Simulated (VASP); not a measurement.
## Ga2O: structure and properties in VASP

Aim: relax Ga2O, then compute properties on the relaxed cell. The steps: relaxing cell and atoms (SCAN), single point with fields (SCAN), bands along the symmetry lines (SCAN), density of states (SCAN), bands along the symmetry lines (TB-mBJ) and optical spectrum (SCAN). The cell is invented: other elements were put on sites of a known structure type. It may not be a known or stable phase.

Calculated with VASP 6.6.1; SCAN; plane waves and PAW (Ga_d, O), in the first sound run; inputs show where later runs differ.

This is a report of a sequence of runs, with most program output left out.

## Step 1: The starting structure

Before any relaxation, the start is as follows. It takes space group P6/mmm (No. 191, hexagonal). The conventional cell has a = 3.753 Å, b = 3.753 Å, c = 3.737 Å, α = 90.00°, β = 90.00°, γ = 120.00°. Nearest to Ga lie 3 Ga at 2.17 Å. Nearest to O lie 12 Ga at 2.86 Å. Farther neighbours and most contacts between anions are not listed.

## Step 2: Relaxing cell and atoms (SCAN)

Properties are meant for the cell that this level of theory prefers, so cell and atoms are relaxed first (ISIF = 3) until forces and stress are small; EDIFFG sets the threshold. SCAN adds the kinetic-energy density; it is numerically more delicate than r2SCAN.

INCAR reads:

```
SYSTEM = Ga2O
PREC = Accurate
ENCUT = 520
EDIFF = 1E-06
NELM = 100
ISMEAR = -1
SIGMA = 0.05
LREAL = .FALSE.
ALGO = Normal
METAGGA = SCAN
LASPH = .TRUE.
LORBIT = 11
LWAVE = .FALSE.
LCHARG = .FALSE.
IBRION = 2
NSW = 60
ISIF = 3
EDIFFG = -0.01
```

POSCAR reads:

```
Ga2O
1.0
    3.7526843800      0.0000000000      0.0000000000
   -1.8763421900      3.2499200000      0.0000000000
    0.0000000000      0.0000000000      3.7370520900
Ga O
2 1
Direct
    0.6666666700      0.3333333300      0.5000000000
    0.3333333300      0.6666666700      0.5000000000
    0.0000000000      0.0000000000      0.0000000000
```

KPOINTS reads:

```
Automatic mesh
0
Gamma
6 6 5
0 0 0
```

PAW data sets: Ga_d and O (PBE family, release 64).

On the command line:

```console
$ mpirun -np 1 vasp_std
```

It took 8.5 min on 1 MPI rank of AMD EPYC 9R14 (Zen 4), shared host; peak memory 0.14 GiB.

The k-mesh is coarse for a metal. The PAW data sets were made with PBE, which is usual practice but a small mismatch for other functionals. The run keeps the 24 symmetry operations of its start, so it cannot find a distortion of lower symmetry.

The steps of the relaxation:

```
step  energy less that of the first step (eV)  largest force (eV/Å)  pressure (GPa)  volume (Å³)
   1                                   0.0000                0.0000           14.70        45.58
   2                                  -0.8527                0.0000           -7.95        54.72
   3                                  -0.8908                0.0000           -5.11        52.77
   4                                  -1.0553                0.0000           -3.17        49.52
   5                                  -1.1269                0.0000           -1.48        47.06
   6                                  -1.0917                0.0000            4.76        42.18
   7                                  -1.1490                0.0000            0.19        45.43
   8                                  -1.1495                0.0000            0.50        45.18
   9                                  -1.1497                0.0000           -0.32        45.44
  10                                  -1.1500                0.0000            0.04        45.32
```

```
     cell as run  before  after   change
           a (Å)   3.753  4.134  +10.2 %
           b (Å)   3.753  4.134  +10.2 %
           c (Å)   3.737  3.062  -18.1 %
volume (Å³/atom)   15.19  15.11   -0.6 %
```

The relaxed structure:

```
Ga O
1.0
     4.13398    0.00000    0.00000
    -2.06699    3.58013    0.00000
     0.00000    0.00000    3.06220
Ga O
2 1
Direct
  0.66667 0.33333 0.50000
  0.33333 0.66667 0.50000
  0.00000 0.00000 0.00000
```

This step gave:

```yaml
electrons: 32
bands: 20
irreducible_k_points: 21
symmetry_operations: 24
free_energy_toten: -38.11 eV
energy_at_zero_smearing: -38.11 eV
fermi_energy: 4.452 eV
pressure: 0.04246 GPa
metallic: yes
scf_cycles_over_all_ionic_steps: 120
```

It ends with forces that vanish by symmetry and a pressure of 0.04 GPa.

## Step 3: Single point with fields (SCAN)

The relaxed cell gets a fresh self-consistent run, on a basis set for its own volume, to fix the density and to check the remaining stress.

INCAR: that of step 2 with these lines changed.

```diff
@@ -13,6 +13,5 @@
 LWAVE = .FALSE.
-LCHARG = .FALSE.
-IBRION = 2
-NSW = 60
-ISIF = 3
-EDIFFG = -0.01
+LCHARG = .TRUE.
+ISIF = 2
+LELF = .TRUE.
+LVHAR = .TRUE.
```

POSCAR reads:

```
Ga2O
1.0
    4.1339776327      0.0000000000      0.0000000000
   -2.0669888163      3.5801296415      0.0000000000
    0.0000000000      0.0000000000      3.0622039246
Ga O
2 1
Direct
    0.6666666700      0.3333333300      0.5000000000
    0.3333333300      0.6666666700      0.5000000000
    0.0000000000      0.0000000000      0.0000000000
```

KPOINTS reads:

```
Automatic mesh
0
Gamma
6 6 6
0 0 0
```

On the command line:

```console
$ mpirun -np 1 vasp_std
```

Wall time 80 s (1 MPI rank); peak memory 0.15 GiB.

Numbers from this step:

```
electronic steps        : 16
irreducible k points    : 28
free energy (TOTEN)     : -38.10 eV
energy at zero smearing : -38.10 eV
Fermi energy            : 4.505 eV
pressure                : 0.5730 GPa
```

Valence electrons inside each PAW sphere by angular momentum. Sphere charges, by row:

```
atom  s (e)  p (e)  d (e)  tot (e)
 Ga1  1.098  0.514  9.973    11.59
 Ga2  1.098  0.514  9.973    11.59
  O3  1.605  3.202      0    4.807
```

Valence density in the ab plane at fractional z = 0.500, with atoms of Ga within 0.2 Å of it. It is the smooth field of the valence electrons, not physical close to the nuclei.

Ten even steps from '0' (0 e/Å³) to '9' (15 e/Å³), each cell a mean:
```
00000000000000
00000110000000
00003541000000
00038951000000
00159830000000
00245300000000
00011000023200
00000000377410
00000002797300
00000002663100
00000001220000
00000000000000
00000000000000
```
Columns run along a (4.1 Å), rows up along b (4.1 Å). Atoms in or near the plane, at fractional coordinates: Ga at (0.67, 0.33), Ga at (0.33, 0.67).

Electrostatic potential energy in the ab plane at fractional z = 0.500, with atoms of Ga within 0.2 Å of it. With pseudopotentials it is smooth inside the atoms' cores, unlike the true potential.

Ten even steps from '_' (-50 eV) to '@' (5 eV), each cell a mean:
```
@@@@@@@@%%##**##%%%%@@@@@@@@
@@@@@@%%**==--==##%%@@@@@@@@
@@@@##++::....--**%%@@@@@@@@
@@%%++::____..--##%%@@@@@@@@
%%##--..____::++%%%%%%%%%%%%
%%**--....::++####**++++**##
%%**==--==++####++--::::==##
%%%%######%%##++::____..==##
%%@@@@@@%%%%**--______::**%%
@@@@@@@@@@%%++::____::==%%@@
@@@@@@@@@@%%++--::--++##@@@@
@@@@@@@@@@%%##****##%%@@@@@@
@@@@@@@@@@%%%%%%%%%%@@@@@@@@
```
Columns run along a (4.1 Å; values clipped at the 3rd and 97th percentile), rows up along b (4.1 Å). Atoms in or near the plane, at fractional coordinates: Ga at (0.67, 0.33), Ga at (0.33, 0.67).

ELF in the ab plane at fractional z = 0.500, with atoms of Ga within 0.2 Å of it. It is the smooth field of the valence electrons, not physical close to the nuclei.

Ten even steps from '_' (0.03) to '@' (0.47), each cell a mean:
```
____..--##%%@@@@%%**::______
____--++##########++::______
..--++**--::::==**++::..____
**##**----==..++####++----==
@@%%**..==--==%%%%%%**++**##
@@@@**::::==%%@@@@%%****%%@@
@@@@##++**%%@@@@%%++----%%@@
@@##****##@@@@%%--::..::##@@
**++====**####++..##::--####
::....::==****--..::--****==
________--++##**++++**++--..
________--**%%@@@@%%**--____
______..++%%@@@@@@%%==..____
```
Columns run along a (4.1 Å), rows up along b (4.1 Å). Atoms in or near the plane, at fractional coordinates: Ga at (0.67, 0.33), Ga at (0.33, 0.67).

In this run the pressure is 0.57 GPa, with stress components up to 0.72 GPa and forces up to 0.000 eV/Å, so either the cell is not fully relaxed at these settings or the loop stopped before the stress settled.

## Step 4: Bands along the symmetry lines (SCAN)

Levels along the symmetry lines show where the bands peak and cross; KPOINTS_OPT computes them in the converged potential.

INCAR: that of step 3 with these lines changed.

```diff
@@ -13,5 +13,2 @@
 LWAVE = .FALSE.
-LCHARG = .TRUE.
-ISIF = 2
-LELF = .TRUE.
-LVHAR = .TRUE.
+LCHARG = .FALSE.
```

POSCAR is that of step 3.

KPOINTS is that of step 3.

KPOINTS_OPT reads:

```
Line mode
16
Line-mode
Reciprocal
  0.00000000   0.00000000   0.00000000 GAMMA
  0.50000000   0.00000000   0.00000000 M

  0.50000000   0.00000000   0.00000000 M
  0.33333333   0.33333333   0.00000000 K

  0.33333333   0.33333333   0.00000000 K
  0.00000000   0.00000000   0.00000000 GAMMA

  0.00000000   0.00000000   0.00000000 GAMMA
  0.00000000   0.00000000   0.50000000 A

  0.00000000   0.00000000   0.50000000 A
  0.50000000   0.00000000   0.50000000 L

  0.50000000   0.00000000   0.50000000 L
  0.33333333   0.33333333   0.50000000 H

  0.33333333   0.33333333   0.50000000 H
  0.00000000   0.00000000   0.50000000 A

  0.50000000   0.00000000   0.50000000 L
  0.50000000   0.00000000   0.00000000 M

  0.33333333   0.33333333   0.00000000 K
  0.33333333   0.33333333   0.50000000 H
```

On the command line:

```console
$ mpirun -np 1 vasp_std
```

Wall time 4.2 min (1 MPI rank); peak memory 0.17 GiB.

Spin-orbit coupling is off here; it would split degenerate levels.

Electronic bands along the path, in eV, zero at the Fermi level; # counts the bands kept:

```
          point     #2     #3     #4     #5     #6    #7
              Γ  -2.64  -2.64  -1.32   0.13   0.13  0.74
0.47 of the way  -4.10  -3.40  -1.24  -1.19   1.02  4.24
              M  -5.95  -4.04  -1.04  -0.36   1.74  3.78
0.47 of the way  -6.81  -3.01  -1.03  -0.42   0.57  5.24
              K  -8.07  -1.60  -1.01  -0.68  -0.68  7.41
0.53 of the way  -4.88  -2.89  -1.42  -1.16   0.99  5.00
              Γ  -2.64  -2.64  -1.32   0.13   0.13  0.74
0.47 of the way  -2.35  -2.35  -2.07   0.83   0.83  1.54
              A  -2.60  -1.95  -1.95  -1.06   2.04  2.04
0.47 of the way  -3.72  -2.12  -2.03  -0.52  -0.28  1.09
              L  -5.40  -4.23  -2.12  -1.04   0.30  0.69
0.47 of the way  -5.22  -4.06  -2.62  -2.55   1.23  1.45
              H  -4.96  -4.27  -3.49  -3.49   1.88  1.88
0.53 of the way  -3.81  -2.18  -2.09  -1.65   0.10  1.47
              A  -2.60  -1.95  -1.95  -1.06   2.04  2.04
      jump to L  -5.40  -4.23  -2.12  -1.04   0.30  0.69
0.47 of the way  -5.55  -3.20  -1.78  -1.56   1.21  3.05
              M  -5.95  -4.04  -1.04  -0.36   1.74  3.78
      jump to K  -8.07  -1.60  -1.01  -0.68  -0.68  7.41
0.53 of the way  -6.98  -3.42  -1.30  -1.30   0.83  3.18
              H  -4.96  -4.27  -3.49  -3.49   1.88  1.88
```

Of the projections kept (Ga, O), the largest for each band there; the rest of the weight can lie on other orbitals:

```
point       #2       #3      #4       #5       #6       #7
    Γ   O 0.91   O 0.91  O 0.95  Ga 1.00  Ga 1.00  Ga 1.00
    M  Ga 0.95   O 0.60  O 0.99   O 0.83  Ga 0.53  Ga 0.93
    K  Ga 0.89  Ga 0.90  O 0.99   O 0.79   O 0.79  Ga 0.93
    Γ   O 0.91   O 0.91  O 0.95  Ga 1.00  Ga 1.00  Ga 1.00
    A  Ga 0.89   O 0.98  O 0.98   O 0.81  Ga 1.00  Ga 1.00
    L  Ga 0.71   O 0.63  O 0.96  Ga 0.50  Ga 1.00  Ga 0.97
```

At these settings, which differ from those of the relaxation, the cell is under a pressure of 0.6 GPa.

## Step 5: Density of states (SCAN)

A density of states needs more k-points than a total energy; ISMEAR = -5 takes tetrahedra, and LORBIT projects the states on the PAW spheres. The mesh is finer than in the run before.

INCAR: that of step 4 with these lines changed.

```diff
@@ -5,3 +5,3 @@
 NELM = 100
-ISMEAR = -1
+ISMEAR = -5
 SIGMA = 0.05
@@ -14 +14,2 @@
 LCHARG = .FALSE.
+NEDOS = 2001
```

POSCAR is that of step 4.

KPOINTS reads:

```
Automatic mesh
0
Gamma
8 8 9
0 0 0
```

On the command line:

```console
$ mpirun -np 1 vasp_std
```

Wall time 2.1 min (1 MPI rank); peak memory 0.17 GiB.

With tetrahedra the forces and stress of a metal are not exact derivatives of the energy.

This step gave:

```
electronic steps       : 14
irreducible k points   : 50
Fermi energy           : 4.370 eV
pressure               : 0.5989 GPa
DOS at the Fermi level : 0.2317 states/eV/cell
```

The density of states has structure finer than the step of the table below, so its rows give means over 0.5 eV, whole bins alone (the curve runs from -12.0 to 5.66 eV). Peaks (eV: height): total -3.14: 2.87, -1.31: 3.75, -0.99: 4.11, 0.98: 2.74; O p -3.14: 1.03, -1.31: 1.95, -0.99: 2.30, 1.14: 0.596; Ga p -3.14: 0.513, -0.79: 0.236, 0.98: 1.23, 2.15: 0.782; Ga s -8.83: 0.656, -1.31: 0.472, -0.99: 0.498, -0.79: 0.379; Ga d -1.31: 0.0808, -0.99: 0.0748, 1.01: 0.0886, 4.71: 0.066.

States under -12.0 eV and over 5.7 eV are left out. Density of states against energy, zero at the Fermi level; means over each step; values in states/eV/cell:

```
energy (eV)   total     O p    Ga p    Ga s     Ga d
      -10.0       0       0       0       0        0
       -9.5  0.0222  1.2e-4  1.0e-4  0.0131   1.4e-4
       -9.0   0.953  0.0264  0.0242   0.517   0.0140
       -8.5    1.04  0.0444  0.0433   0.542   0.0204
       -8.0   0.730  0.0350  0.0361   0.380   0.0164
       -7.5   0.519  0.0270  0.0328   0.266   0.0120
       -7.0   0.470  0.0269  0.0404   0.229   0.0107
       -6.5   0.487  0.0291  0.0511   0.227   0.0108
       -6.0   0.516  0.0325  0.0697   0.217  0.00999
       -5.5   0.592  0.0465  0.0940   0.222  0.00994
       -5.0   0.714  0.0875   0.122   0.228   0.0115
       -4.5   0.551  0.0871  0.0965   0.147  0.00997
       -4.0   0.604   0.141   0.106  0.0967   0.0102
       -3.5    1.49   0.480   0.265  0.0892   0.0195
       -3.0    2.32   0.855   0.401  0.0932   0.0311
       -2.5    1.25   0.523   0.161  0.0794   0.0234
       -2.0    1.20   0.553   0.101   0.122   0.0259
       -1.5    2.39    1.19   0.139   0.305   0.0521
       -1.0    3.16    1.72   0.143   0.411   0.0593
       -0.5   0.865   0.448  0.0628   0.133   0.0149
        0.0   0.247  0.0657  0.0699  0.0264  0.00710
        0.5   0.940   0.204   0.364  0.0419   0.0278
        1.0    2.33   0.501    1.03  0.0432   0.0739
        1.5    1.30   0.277   0.603  0.0237   0.0437
        2.0   0.918   0.223   0.370  0.0255   0.0248
        2.5   0.948   0.200   0.356  0.0292   0.0283
        3.0   0.782   0.109   0.316  0.0346   0.0319
        3.5   0.780  0.0715   0.334  0.0479   0.0385
        4.0   0.897  0.0538   0.398  0.0748   0.0504
        4.5   0.867  0.0583   0.378  0.0708   0.0602
        5.0   0.795  0.0565   0.364  0.0477   0.0555
```

The finer mesh and the other smearing move the Fermi level by -0.13 eV from the 6×6×6 run, one measure of the sampling error in the zero of the bands above. Of the states within 0.3 eV of the Fermi level, the largest shares in the PAW spheres are Ga p 29 %, O p 27 % and Ga s 10 %. The rest lies in smaller channels or between the spheres.

## Step 6: Bands along the symmetry lines (TB-mBJ)

This step: TB-mBJ; plane waves and PAW (Ga_d, O); invented cell (VASP 6.6.1).

The mesh alone shows little of the dispersion and can miss band extrema, so KPOINTS_OPT adds a path through the symmetry points after the self-consistent cycle. TB-mBJ is a local potential fitted to gaps: it costs far less than a hybrid but gives no energy.

INCAR reads:

```
SYSTEM = Ga2O
PREC = Accurate
ENCUT = 520
EDIFF = 1E-06
NELM = 150
ISMEAR = -1
SIGMA = 0.05
LREAL = .FALSE.
ALGO = Normal
METAGGA = MBJ
LASPH = .TRUE.
LORBIT = 11
LWAVE = .FALSE.
LCHARG = .FALSE.
```

POSCAR is that of step 5.

KPOINTS reads:

```
Automatic mesh
0
Gamma
6 6 6
0 0 0
```

KPOINTS_OPT is that of step 4.

On the command line:

```console
$ mpirun -np 1 vasp_std
```

The job ended after 2.4 min (1 MPI rank; peak memory 0.17 GiB).

This functional is a potential without an energy, so its energies, forces and stress mean nothing and are not read.

Numbers from this step:

* electronic steps: 61
* irreducible k points: 28
* Fermi energy: 5.324 eV

[end of part 1 of 2]

[Lines on the potential files, build, host, timing and source positions are cut from VASP's logs without a mark.]

[Logs are printed without paths, hosts, clocks, repeated set-up lines and the standing remarks that a program may print on its own settings, such as how far it seeks lower states.]

[Hosts, paths, dates, database ids (printed as entryN), source tags and the programs' standing remarks are cut or masked in the printed files.]

[A measured line is paired with the nearest computed mode of its activity, which favours agreement.]
